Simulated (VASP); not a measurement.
A cell of Er (hcp) near equilibrium:

```xyz
2
Lattice="1.7903 -3.1009 0.0000 1.7903 3.1009 0.0000 0.0000 0.0000 5.5369" Properties=species:S:1:pos:R:3 pbc="T T T"
Er     1.7903     1.0336     1.3842
Er     1.7903    -1.0336     4.1527
```

Level of theory: r2SCAN meta-GGA, VASP's PBE PAW potentials (set 64) (plane waves; VASP 6.6.1).

The 4f electrons are frozen in the core of the lanthanide potential, so 4f levels, which can set the real gap, and their magnetism are missing.

```
run               ΔE (meV/atom)    σxx   σyy    σzz  largest shear component, with its sign (GPa)  largest force (eV/Å)
----------------  -------------  -----  ----  -----  --------------------------------------------  --------------------
as it is                    0.0   0.14  0.14  -0.06                                          0.00                 0.000
after one change            0.1  -0.34  0.02  -0.16                                          0.00                 0.007
```
Stress is in GPa, positive when the cell is compressed.

What was changed between the two runs?
(A) uniaxial strain of -2.0 % along z
(B) atom 2 (Er) moved by 0.150 Å along z
(C) isotropic strain of -2.0 %
(D) uniaxial strain of +0.5 % along x

D, uniaxial strain of +0.5 % along x

The compound is Er in the hcp structure.
